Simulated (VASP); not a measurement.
An input for Quantum ESPRESSO's pw.x (written as the equivalent of a VASP run, and not itself run):

```
&CONTROL
  calculation = 'vc-relax'
  pseudo_dir = './pseudo'
  outdir = './out'
  tprnfor = .true.
  tstress = .true.
  nstep = 60
  forc_conv_thr = 0.00039
/
&SYSTEM
  ibrav = 0
  nat = 1
  ntyp = 1
  ecutwfc = 88
  occupations = 'smearing'
  smearing = 'methfessel-paxton'
  degauss = 0.00735
  input_dft = 'vdw-df2-b86r'
/
&ELECTRONS
  conv_thr = 7.3e-08
  electron_maxstep = 100
/
&IONS
/
&CELL
/
ATOMIC_SPECIES
  Rh 102.906 Rh.upf
CELL_PARAMETERS angstrom
     0.0000000    1.9000000    1.9000000
     1.9000000    0.0000000    1.9000000
     1.9000000    1.9000000    0.0000000
ATOMIC_POSITIONS crystal
  Rh   0.0000000  0.0000000  0.0000000
K_POINTS automatic
  15 15 15 0 0 0
```

Question: Write the VASP files for the same calculation (rev-vdW-DF2).

Answer: Several could match; the one computed here: 
**POSCAR**
```
Rh
1
    0.0000000000     1.9000000000     1.9000000000
    1.9000000000     0.0000000000     1.9000000000
    1.9000000000     1.9000000000     0.0000000000
Rh
1
Direct
  0.0000000000   0.0000000000   0.0000000000
```

### INCAR
```
PREC = Accurate
EDIFFG = -0.01   ! ionic stop
LWAVE = .FALSE.
LREAL = .FALSE.
GGA = MK
ISIF = 3
IBRION = 2
LCHARG = .FALSE.
LMAXMIX = 4   ! l cut-off of mixed one-centre charges
ALGO = Normal   ! blocked Davidson
LUSE_VDW = .TRUE.
AGGAC = 0.0
PARAM2 = 0.7114
EDIFF = 1E-6
NELM = 100
ZAB_VDW = -1.8867
SYSTEM = Rh
PARAM1 = 0.1234568
NSW = 60   ! most ionic steps
LASPH = .TRUE.
SIGMA = 0.1
ENCUT = 520
ISMEAR = 1   ! Methfessel-Paxton
```

KPOINTS:
```
Automatic mesh
0
Gamma
  15 15 15
```

POTCAR, in this order: Rh_pv (PBE.64 set). Program: vasp_std.

What does not carry over: the potentials are each code's own (VASP's PAW set, PseudoDojo norm-conserving files in pw.x), so ENCUT and ecutwfc are chosen apart and not converted; conv_thr bounds pw.x's estimated SCF error, while EDIFF bounds the energy change between steps; forc_conv_thr acts on force components and is met together with etot_conv_thr.

The compound is Rh in the fcc structure. This run relaxes it. Symmetry was kept, so distortions that lower it aren't found.
